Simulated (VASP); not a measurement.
Consider the following.

```
CELL_PARAMETERS angstrom
      0.00000     2.97253     2.97253
      2.97253     0.00000     2.97253
      2.97253     2.97253     0.00000
ATOMIC_POSITIONS crystal
  Pb 0.00000 0.00000 0.00000
  S  0.50000 0.50000 0.50000
```

The numbers are results of MS2 meta-GGA, VASP's PBE PAW potentials (set 64) (plane waves; VASP), not measurements. Run with 520 eV cut-off, 9×9×9 Γ-centred mesh, tetrahedra with Blöchl corrections, potentials Pb_d S.

Unless said otherwise, spin-orbit coupling is left out, though it shifts the bands of the heavy elements here.

Problem. Give the energies of bands 7 to 13 at the high-symmetry points, in eV from the valence-band maximum.

Solution. 
```csv
band,Γ,X,U,L,W
7,-6.05,-7.11,-7.91,-8.81,-7.87
8,-2.27,-5.29,-4.88,-1.90,-4.52
9,-2.27,-3.54,-3.04,-1.90,-4.52
10,-2.27,-3.54,-2.53,0.00,-1.09
11,5.30,3.97,3.44,0.47,2.32
12,5.30,5.70,4.25,2.08,4.79
13,5.30,5.80,5.18,2.08,4.79
```

The gap is direct, 0.47 eV, from the valence maximum at L to the conduction minimum at L.

Measured: gap 0.37 eV (computed value off by +0.10 eV), as given by Wikipedia, List of semiconductor materials.

The compound is PbS in the rock salt structure. It was relaxed first.
